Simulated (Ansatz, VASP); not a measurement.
**TaSiO4: VASP beside Ansatz**

Contents of INCAR:

```
PREC     = Accurate       # precision mode
ENCUT    = 520            # plane-wave cutoff, eV
EDIFF    = 1E-7           # SCF threshold, eV
ISMEAR   = 0              # smearing method
SIGMA    = 0.1            # smearing width, eV
LREAL    = F              # projectors in reciprocal space
LASPH    = T              # aspherical terms in the spheres
NELM     = 100            # most SCF steps
ALGO     = Normal         # electronic algorithm
ISIF     = 2              # what is computed and relaxed
LWAVE    = F              # write WAVECAR
LCHARG   = T              # write CHGCAR
GGA      = PE             # functional
LELF     = T              # ELF
LVHAR    = T            
NBANDS   = 28             # bands
```

Contents of KPOINTS:

```
regular mesh
0
Gamma
  6 6 6
```

Contents of POSCAR:

```
TaSiO4
1.0
    4.6376080700      0.0000000000      0.0000000000
   -2.3188040300      4.0162864000      0.0000000000
    0.0000000000      0.0000000000      3.7302170300
Ta Si O
1 1 4
Direct
    0.0000000000      0.0000000000      0.0000000000
    0.3333333300      0.6666666700      0.0000000000
    0.6666666700      0.3333333300      0.0000000000
    0.9990822700      0.4995411300      0.5000000000
    0.5004588700      0.4995411300      0.5000000000
    0.5004588700      0.0009177300      0.5000000000
```

Input for Ansatz:

```yaml
crystal:
  lattice:
    - [4.63760807, 0.0, 0.0]
    - [-2.31880403, 4.0162864, 0.0]
    - [0.0, 0.0, 3.73021703]
  atoms:
    - { symbol: Ta, position: [0.0, 0.0, 0.0] }
    - { symbol: Si, position: [0.33333333, 0.66666667, 0.0] }
    - { symbol: O, position: [0.66666667, 0.33333333, 0.0] }
    - { symbol: O, position: [0.99908227, 0.49954113, 0.5] }
    - { symbol: O, position: [0.50045887, 0.49954113, 0.5] }
    - { symbol: O, position: [0.50045887, 0.00091773, 0.5] }
basis:
  ecutwfc: 420
kpoints:
  mp_grid: { grid: [6, 6, 6] }
hamiltonian:
  xc: pbe
scf:
  occupations: { method: gaussian, width: 0.1 }
  lower_state_search: "off"
output:
  forces: true
  stress: true
  eigenvalues: true
```

Change from the starting cell: species swapped into the TbCuNi4 type (P-6m2, No. 187).

Alike in both runs: task single point; functional PBE; k mesh 6 × 6 × 6; occupations gaussian, width 0.1 eV; no spin polarisation.

|  | VASP | Ansatz |
| --- | --- | --- |
| version | VASP 6.6.1 | Ansatz 0.2.0 |
| potentials or method | VASP PAW PBE potentials, release 64 (Ta_pv, Si, O) | scalar-relativistic, plane waves, PAW |
| plane-wave cutoff (eV) | 520 | 420 |
| valence electrons in the cell | 39 | 41 |

VASP gave:

* gap on the k mesh at the Fermi level (eV): none
* pressure (GPa): -15.6
* largest component of the traceless stress (GPa): 5.03
* rms of the force components (eV/Å): 0.466

Task: What did Ansatz give for the same quantities?

Result: gap on the k mesh at the Fermi level (eV): none; pressure (GPa): -15.5; largest component of the traceless stress (GPa): 5.10; rms of the force components (eV/Å): 0.470.

Atom by atom the forces differ by 0.003 eV/Å (rms over components). A gap of «none» marks a metal or a gap that the smearing closes. The two sets of potentials don't hold the same shells in valence.

Caveats: so large a pressure means that the cell lies far from this level's equilibrium, or that cutoff or potentials fall short (VASP); an odd number of electrons without spin polarisation forces a metal; a magnetic or distorted state may lie lower. The runs have no spin-orbit coupling, so splittings on Ta are missing.
